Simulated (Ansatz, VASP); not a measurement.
# Cross-check of Al7GaN8 (alloy, x = 0.125, one random ordering in a cell of 16 atoms (invented)) between VASP and Ansatz, part 3 of 3

Wanted: the spread between two codes on one cell, functional and k mesh. The cell is generated by rule, not measured, and may not be a known phase. The cell is taken from a series of runs on this material, whose earlier steps may have relaxed, scaled, displaced or heated it; both programs get it as it stands.

VASP 6.6.1 and Ansatz 0.2.0.

So far: Set-up; VASP: relaxation of cell and atoms, r2SCAN, pair 1; Ansatz: relaxation of cell and atoms, r2SCAN, pair 1; Comparison; Ansatz: relaxation of cell and atoms, r2SCAN, pair 2.

### Step 6. VASP: relaxation of cell and atoms, r2SCAN, pair 2

Level of this step: r2SCAN; plane waves and PAW (Al, Ga_d, N); invented cell (VASP).

The same cell, functional, mesh and smearing now go to VASP, with its own data sets.

INCAR reads:

```
SYSTEM = Al7GaN8
PREC = Accurate
ENCUT = 660
EDIFF = 1E-07
NELM = 120
ISMEAR = 0
SIGMA = 0.02
LREAL = .FALSE.
ALGO = Normal
METAGGA = R2SCAN
LASPH = .TRUE.
NBANDS = 53
LORBIT = 11
LWAVE = .FALSE.
LCHARG = .FALSE.
ISIF = 3
IBRION = 2
NSW = 80
EDIFFG = -0.005
GGA_COMPAT = .FALSE.
NELMIN = 4
EFERMI = MIDGAP
LMIXTAU = .TRUE.
KPAR = 4
```

POSCAR reads:

```
Al7GaN8
1.0
    0.0000000000      4.3849340000      4.3849340000
    4.3849340000      0.0000000000      4.3849340000
    4.3849340000      4.3849340000      0.0000000000
Al Ga N
7 1 8
Direct
    0.0000000000      0.0000000000      0.0000000000
    0.9998907623      0.5001092377      0.9998907623
    0.5001092377      0.5001092377      0.9998907623
    0.5001092377      0.9998907623      0.9998907623
    0.9998907623      0.5001092377      0.5001092377
    0.9998907623      0.9998907623      0.5001092377
    0.5001092377      0.9998907623      0.5001092377
    0.5000000000      0.5000000000      0.5000000000
    0.8749193830      0.3752418509      0.8749193830
    0.8749193830      0.8749193830      0.8749193830
    0.3752418509      0.8749193830      0.8749193830
    0.3723092525      0.3723092525      0.8830722424
    0.8749193830      0.8749193830      0.3752418509
    0.8830722424      0.3723092525      0.3723092525
    0.3723092525      0.3723092525      0.3723092525
    0.3723092525      0.8830722424      0.3723092525
```

KPOINTS reads:

```
Automatic mesh
0
Gamma
4 4 4
0 0 0
```

The projector-augmented-wave data sets are Al, Ga_d and N (PBE family, release 64).

The run is started by

```bash
> mpirun -np 4 vasp_std
```

Numbers of over 12 decimals in the logs are rounded to 6 here.

The log of the run:

```text
[banner, memory and clock lines left out]
running    4 mpi-ranks, on    1 nodes
[...]
[... a notice as in an earlier step ...]

 LDA part: xc-table for (None), standard interpolation
 POSCAR, INCAR and KPOINTS ok, starting setup
[...]
entering main loop
       N       E                     dE             d eps       ncg     rms          rms(c)
DAV:   1     0.629914628243E+03    0.62991E+03   -0.37774E+04   918   0.185E+03
DAV:   2    -0.736206327896E+02   -0.70354E+03   -0.64305E+03   976   0.527E+02
DAV:   3    -0.185428108606E+03   -0.11181E+03   -0.10936E+03  1010   0.173E+02
DAV:   4    -0.191363537102E+03   -0.59354E+01   -0.59008E+01  1096   0.441E+01
[...]
DAV:  25    -0.156131444066E+03    0.44657E-06   -0.54263E-08   558   0.426E-03    0.115E-03
DAV:  26    -0.156131444439E+03   -0.37354E-06   -0.32745E-08   529   0.159E-03    0.105E-03
DAV:  27    -0.156131444512E+03   -0.72539E-07   -0.69987E-09   529   0.750E-04
   1 F= -.15613144E+03 E0= -.15613144E+03  d E =-.156131E+03
[... from here on, the cycles between the ionic steps are left out ...]
   2 F= -.15613198E+03 E0= -.15613198E+03  d E =-.532937E-03
   3 F= -.15613206E+03 E0= -.15613206E+03  d E =-.615478E-03
   4 F= -.15613206E+03 E0= -.15613206E+03  d E =-.614737E-03
[...]
reached required accuracy - stopping structural energy minimisation
```

OUTCAR, selected parts (step 6):

```text
  Total        0.0170836      0.0170836      0.0170836      0.0000000      0.0000000      0.0000000
  in kB        0.1623675      0.1623675      0.1623675      0.0000000      0.0000000      0.0000000
  external PRESSURE =       0.1623675 kB  Pullay stress =       0.0000000 kB

 POSITION                                       TOTAL-FORCE (eV/Angst)
 -----------------------------------------------------------------------------------
      8.76900      8.76900      8.76900         0.000000      0.000000      0.000000
      6.57675      8.76732      6.57675         0.000000      0.003167      0.000000
      6.57675      6.57675      4.38618         0.000000      0.000000     -0.003167
      8.76732      6.57675      6.57675         0.003167      0.000000      0.000000
      4.38618      6.57675      6.57675        -0.003167      0.000000      0.000000
      6.57675      6.57675      8.76732         0.000000      0.000000      0.003167
      6.57675      4.38618      6.57675         0.000000     -0.003167      0.000000
      4.38450      4.38450      4.38450         0.000000      0.000000      0.000000
      5.48127      7.67223      5.48127         0.001073     -0.001073      0.001073
      7.67223      7.67223      7.67223        -0.001073     -0.001073     -0.001073
      7.67223      5.48127      5.48127        -0.001073      0.001073      0.001073
      5.50615      5.50615      3.26285         0.000857      0.000857     -0.000857
      5.48127      5.48127      7.67223         0.001073      0.001073     -0.001073
      3.26285      5.50615      5.50615        -0.000857      0.000857      0.000857
      3.26285      3.26285      3.26285        -0.000857     -0.000857     -0.000857
      5.50615      3.26285      5.50615         0.000857     -0.000857      0.000857
 -----------------------------------------------------------------------------------
    total drift:                                0.000002      0.000002      0.000002

  FREE ENERGIE OF THE ION-ELECTRON SYSTEM (eV)
  ---------------------------------------------------
  free  energy   TOTEN  =      -156.1320592483 eV

  energy  without entropy=     -156.1320592483  energy(sigma->0) =     -156.13205925

[... 2 parts as in an earlier step ...]

[... 2 further parts left out ...]
[key lines of the parts left out:]
E-fermi :   7.6034
```

### Step 7. Comparison

The two programs side by side:

| quantity | Ansatz | VASP | difference |
| --- | --- | --- | --- |
| volume (Å³) | 168.67 | 168.57 | +0.06 % |
| edge a after relaxation, in the typed setting (Å) | 6.202 | 6.201 | +0.02 % |

### Step 8. VASP: relaxation of cell and atoms, r2SCAN, pair 3

The relaxed volume is the usual yardstick between codes: in a stiff, nearly cubic crystal its relative difference is about their pressure difference at one cell divided by the bulk modulus.

Changes to INCAR since step 6:

```diff
@@ -6,3 +6,3 @@
 ISMEAR = 0
-SIGMA = 0.02
+SIGMA = 0.1
 LREAL = .FALSE.
```

POSCAR reads:

```
Al7GaN8
1.0
    0.0000000000      4.3950000000      4.3950000000
    4.3950000000      0.0000000000      4.3950000000
    4.3950000000      4.3950000000      0.0000000000
Al Ga N
7 1 8
Direct
    0.0000000000      0.0000000000      0.0000000000
    0.0000000000      0.5000000000      0.0000000000
    0.5000000000      0.5000000000      0.0000000000
    0.5000000000      0.0000000000      0.0000000000
    0.0000000000      0.5000000000      0.5000000000
    0.0000000000      0.0000000000      0.5000000000
    0.5000000000      0.0000000000      0.5000000000
    0.5000000000      0.5000000000      0.5000000000
    0.8750000000      0.3750000000      0.8750000000
    0.8750000000      0.8750000000      0.8750000000
    0.3750000000      0.8750000000      0.8750000000
    0.3750000000      0.3750000000      0.8750000000
    0.8750000000      0.8750000000      0.3750000000
    0.8750000000      0.3750000000      0.3750000000
    0.3750000000      0.3750000000      0.3750000000
    0.3750000000      0.8750000000      0.3750000000
```

KPOINTS is that of step 6.

The run is started by

```bash
> mpirun -np 4 vasp_std
```

The log of the run:

```text
[... set-up lines as in an earlier step ...]
 entering main loop
       N       E                     dE             d eps       ncg     rms          rms(c)
DAV:   1     0.619190827749E+03    0.61919E+03   -0.38205E+04   937   0.188E+03
DAV:   2    -0.779640052362E+02   -0.69715E+03   -0.63877E+03  1024   0.525E+02
DAV:   3    -0.185425878402E+03   -0.10746E+03   -0.10541E+03   981   0.171E+02
DAV:   4    -0.191161480536E+03   -0.57356E+01   -0.57039E+01  1120   0.443E+01
[...]
DAV:  22    -0.156018972325E+03   -0.35398E-06   -0.38403E-07  1064   0.738E-03    0.344E-03
DAV:  23    -0.156018972830E+03   -0.50506E-06   -0.67378E-08   558   0.291E-03    0.140E-03
DAV:  24    -0.156018972850E+03   -0.20461E-07   -0.33045E-07   838   0.366E-03
   1 F= -.15601897E+03 E0= -.15601897E+03  d E =-.156019E+03
[... from here on, the cycles between the ionic steps are left out ...]
   2 F= -.15611566E+03 E0= -.15611566E+03  d E =-.966859E-01
   3 F= -.15613246E+03 E0= -.15613246E+03  d E =-.113490E+00
   4 F= -.15613243E+03 E0= -.15613243E+03  d E =-.113454E+00
   5 F= -.15613266E+03 E0= -.15613266E+03  d E =-.232150E-03
   6 F= -.15613291E+03 E0= -.15613291E+03  d E =-.486106E-03
   7 F= -.15613291E+03 E0= -.15613291E+03  d E =-.484625E-03
   8 F= -.15613294E+03 E0= -.15613294E+03  d E =-.297905E-04
 trial-energy change:   -0.000030  1 .order   -0.000021   -0.000049    0.000007
 step:   0.8019(harm=  0.7514)  dis= 0.00034  next Energy=  -156.132942 (dE=-0.300E-04)
 reached required accuracy - stopping structural energy minimisation
```

From OUTCAR (step 8):

```text
  Total       -0.0010538     -0.0010538     -0.0010538      0.0000000     -0.0000000      0.0000000
  in kB       -0.0100148     -0.0100148     -0.0100148      0.0000000     -0.0000000      0.0000000
  external PRESSURE =      -0.0100148 kB  Pullay stress =       0.0000000 kB

 POSITION                                       TOTAL-FORCE (eV/Angst)
 -----------------------------------------------------------------------------------
      0.00000      0.00000      0.00000         0.000000      0.000000      0.000000
      6.57694      8.76765      6.57694         0.000000      0.000597      0.000000
      6.57694      6.57694      4.38623         0.000000      0.000000     -0.000597
      8.76765      6.57694      6.57694         0.000597      0.000000      0.000000
      4.38623      6.57694      6.57694        -0.000597      0.000000      0.000000
      6.57694      6.57694      8.76765         0.000000      0.000000      0.000597
      6.57694      4.38623      6.57694         0.000000     -0.000597      0.000000
      4.38463      4.38463      4.38463         0.000000     -0.000000      0.000000
      5.48149      7.67239      5.48149        -0.000607      0.000607     -0.000607
      7.67239      7.67239      7.67239         0.000607      0.000607      0.000607
      7.67239      5.48149      5.48149         0.000607     -0.000607     -0.000607
      5.50629      5.50629      3.26297         0.001273      0.001273     -0.001273
      5.48149      5.48149      7.67239        -0.000607     -0.000607      0.000607
      3.26297      5.50629      5.50629        -0.001273      0.001273      0.001273
      3.26297      3.26297      3.26297        -0.001273     -0.001273     -0.001273
      5.50629      3.26297      5.50629         0.001273     -0.001273      0.001273
 -----------------------------------------------------------------------------------
    total drift:                                0.000000      0.000000      0.000000

  FREE ENERGIE OF THE ION-ELECTRON SYSTEM (eV)
  ---------------------------------------------------
  free  energy   TOTEN  =      -156.1329414033 eV

  energy  without entropy=     -156.1329414033  energy(sigma->0) =     -156.13294140

[... 2 parts as in an earlier step ...]

[... 2 further parts left out ...]
[key lines of the parts left out:]
E-fermi :   7.6024
```

### Step 9. Ansatz: relaxation of cell and atoms, r2SCAN, pair 3

The same cell, functional, mesh and smearing now go to Ansatz.

The cell is taken from a series of runs on this material, whose earlier steps may have relaxed, scaled, displaced or heated it; both programs get it as it stands.

input.yaml reads:

```yaml
crystal:
  lattice:
    - [0.0, 4.395, 4.395]
    - [4.395, 0.0, 4.395]
    - [4.395, 4.395, 0.0]
  atoms:
    - { symbol: Al, position: [0.0, 0.0, 0.0] }
    - { symbol: Al, position: [0.0, 0.5, 0.0] }
    - { symbol: Al, position: [0.5, 0.5, 0.0] }
    - { symbol: Al, position: [0.5, 0.0, 0.0] }
    - { symbol: Al, position: [0.0, 0.5, 0.5] }
    - { symbol: Al, position: [0.0, 0.0, 0.5] }
    - { symbol: Al, position: [0.5, 0.0, 0.5] }
    - { symbol: Ga, position: [0.5, 0.5, 0.5] }
    - { symbol: "N", position: [0.875, 0.375, 0.875] }
    - { symbol: "N", position: [0.875, 0.875, 0.875] }
    - { symbol: "N", position: [0.375, 0.875, 0.875] }
    - { symbol: "N", position: [0.375, 0.375, 0.875] }
    - { symbol: "N", position: [0.875, 0.875, 0.375] }
    - { symbol: "N", position: [0.875, 0.375, 0.375] }
    - { symbol: "N", position: [0.375, 0.375, 0.375] }
    - { symbol: "N", position: [0.375, 0.875, 0.375] }
kpoints:
  mp_grid: { grid: [4, 4, 4] }
hamiltonian:
  xc: r2scan
  pseudopotentials: { kind: paw, azcp: { folder: soft_1 } }
scf:
  occupations: { method: gaussian, width: 0.1 }
output:
  forces: true
  stress: true
  eigenvalues: true
basis:
  ecutwfc: 600.0
relax:
  adjacent_minimum: "off"
  f_tol: 0.05
  max_steps: 80
  cell: { stress_tol: 0.5 }
```

The run is started by

```bash
> ansatz run input.yaml --threads 4 --pin off --max-ram 10240MiB --backend cpu --events-out ev --progress --plain --runs-dir out
```

The log of the run:

```text
[...]
Crystal: 16 atoms, lattice volume = 169.788 Å³
Basis set: ecut = 600 eV, 5769 PW (Γ), exchange–correlation on 200×200×200 points (64 copies of the dense FFT grid, shifted against one another)
Bands: 53, of which v1, the nominal top of the filled ones, is band 37 counted from 1 (36 counted from 0)
Symmetry: 24 space group operations
[...]
- { symbol: N, position: [0.874919, 0.375242, 0.874919] }
    - { symbol: N, position: [0.874919, 0.874919, 0.874919] }
    - { symbol: N, position: [0.375242, 0.874919, 0.874919] }
    - { symbol: N, position: [0.372309, 0.372309, 0.883072] }
    - { symbol: N, position: [0.874919, 0.874919, 0.375242] }
    - { symbol: N, position: [0.883072, 0.372309, 0.372309] }
    - { symbol: N, position: [0.372309, 0.372309, 0.372309] }
    - { symbol: N, position: [0.372309, 0.883072, 0.372309] }
[key lines of the parts left out:]
SCF converged after 4 iterations
Free energy (F): -10675.443283 eV
Fermi energy:    9.054556 eV
P = ⅓ Tr σ = 0.0636 GPa (0.636 kbar)
```

### Step 10. Comparison

Both answers:

| quantity | Ansatz | VASP | difference |
| --- | --- | --- | --- |
| volume (Å³) | 168.62 | 168.59 | +0.02 % |
| edge a after relaxation, in the typed setting (Å) | 6.201 | 6.201 | +0.01 % |

### Step 11. What came out

```yaml
difference_in_volume_relaxation_of_cell_and_atoms_r2scan_pair_1: 0.071 %
difference_in_volume_relaxation_of_cell_and_atoms_r2scan_pair_2: 0.058 %
difference_in_volume_relaxation_of_cell_and_atoms_r2scan_pair_3: 0.021 %
```

**Reading.** The difference in volume is 0.071 % (relaxation of cell and atoms, r2SCAN, pair 1), within the 1.2 % picked in this series as the mark of a large difference, as far as the stopping tolerances let one tell. Such differences can come from data sets, numerical settings and the points named under the comparisons, not from the functional's error against experiment.

[Lines on the potential files, build, host, timing and source positions are cut from VASP's logs without a mark.]

[Logs are printed without paths, hosts, clocks, repeated set-up lines and the standing remarks that a program may print on its own settings, such as how far it seeks lower states.]

[Hosts, paths, dates, database ids (printed as entryN), source tags and the programs' standing remarks are cut or masked in the printed files.]
